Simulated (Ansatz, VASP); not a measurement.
## ZnAg: VASP beside Ansatz

```
CELL_PARAMETERS angstrom
3.21790 0.00000 0.00000
0.00000 3.21790 0.00000
0.00000 0.00000 3.21790
ATOMIC_POSITIONS crystal
Zn 0.50000 0.50000 0.50000
Ag 0.00000 0.00000 0.00000
```

Change from the starting cell: volume scaled by 1.06.

Alike in both runs: task single point; functional LDA; k mesh 12 × 12 × 12; occupations fermi-dirac, width 0.03 eV; no spin polarisation.

|  | VASP | Ansatz |
| --- | --- | --- |
| version | VASP 6.6.1 | Ansatz 0.2.0 |
| potentials or method | VASP PAW LDA potentials, release 64 (Zn, Ag), cutoff 520 eV | all-electron LAPW, scalar-relativistic |

|  | VASP | Ansatz | Ansatz less VASP |
| --- | --- | --- | --- |
| pressure (GPa) | -11.8 | -12.2 | -0.41 |

Ansatz ran all-electron here, so the differences hold the error of VASP's frozen core and of both bases.
